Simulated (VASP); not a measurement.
VASP input:

**INCAR**
```
# general
SYSTEM = Mg
PREC   = Accurate
ENCUT  = 300
LREAL  = .FALSE.
LASPH  = .TRUE.

# electronic loop
EDIFF  = 1E-6
NELM   = 100
ALGO   = Normal

# smearing
ISMEAR = 0
SIGMA  = 0.05

# functional
GGA    = PE

# ions
ISIF   = 2

# output
LWAVE  = .FALSE.
LCHARG = .FALSE.
```

**KPOINTS**
```
Automatic mesh
0
Gamma
10 10 10
0 0 0
```

### POSCAR
```
Mg
4.2717420
 -0.6597114245   0.6597114245   0.3599465979
  0.6597114245  -0.6597114245   0.3599465979
  0.6597114245   0.6597114245  -0.3599465979
Mg
2
Cartesian
  0.0000000000   0.6597114245   0.1799732989
  0.0000000000   0.0000000000   0.0000000000
```

POTCAR, in this order: Mg (PBE.64 set). Program: vasp_std.

Translate this PBE calculation to Quantum ESPRESSO's pw.x.

One equivalent input (not run):
```
&CONTROL
  calculation = 'scf'
  pseudo_dir = './pseudo'
  outdir = './out'
  tprnfor = .true.
  tstress = .true.
/
&SYSTEM
  ibrav = 0
  nat = 2
  ntyp = 1
  ecutwfc = 84
  occupations = 'smearing'
  smearing = 'gaussian'
  degauss = 0.003675
  input_dft = 'pbe'
/
&ELECTRONS
  conv_thr = 7.3e-08
  electron_maxstep = 100
/
ATOMIC_SPECIES
  Mg 24.305 Mg.upf
CELL_PARAMETERS angstrom
    -2.8181170    2.8181170    1.5375990
     2.8181170   -2.8181170    1.5375990
     2.8181170    2.8181170   -1.5375990
ATOMIC_POSITIONS crystal
  Mg   0.7500000  0.2500000  0.5000000
  Mg   0.0000000  0.0000000  0.0000000
K_POINTS automatic
  10 10 10 0 0 0
```
The two are equivalent in intent, not identical: the potentials are each code's own (VASP's PAW set, PseudoDojo norm-conserving files in pw.x), so ENCUT and ecutwfc are chosen apart and not converted; conv_thr bounds pw.x's estimated SCF error, while EDIFF bounds the energy change between steps.

The structure was generated: Mg was put into an ordered model structure, which need not be its known phase. The cell was not relaxed at this level.
